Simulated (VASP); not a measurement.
```yaml
crystal:
  lattice:
    - [4.30583, 0.00000, 0.00000]
    - [0.00000, 4.30583, 0.00000]
    - [0.00000, 0.00000, 4.30583]
  atoms:
    - { symbol: Cu, position: [0.25000, 0.25000, 0.75000] }
    - { symbol: Cu, position: [0.25000, 0.75000, 0.25000] }
    - { symbol: Cu, position: [0.75000, 0.75000, 0.75000] }
    - { symbol: Cu, position: [0.75000, 0.25000, 0.25000] }
    - { symbol: O, position: [0.50000, 0.50000, 0.50000] }
    - { symbol: O, position: [0.00000, 0.00000, 0.00000] }
```

Method: modified Becke-Johnson potential (mBJ), VASP's PBE PAW potentials (set 64) (plane waves; VASP 6.6.1). Settings: 500 eV cut-off, 4×4×4 Γ-centred mesh, Gaussian smearing of 0.050 eV, potentials Cu O.

mBJ is a potential without an energy functional, so only the levels count.

Question: Predict the band gap (over mesh and band path) with the smallest direct gap where there is one.

Answer: 
```json
{
 "band gap (over mesh and band path)": "0.74 eV",
 "smallest direct gap (over mesh and band path)": "0.74 eV"
}
```

Total energies compare only between runs with the same potentials, cut-off and functional.

The structure comes from a computed database's Cu2O entry (Pn-3m); how it stands against other phases isn't given here. It was relaxed first. The cell's shape comes from a PBE relaxation.
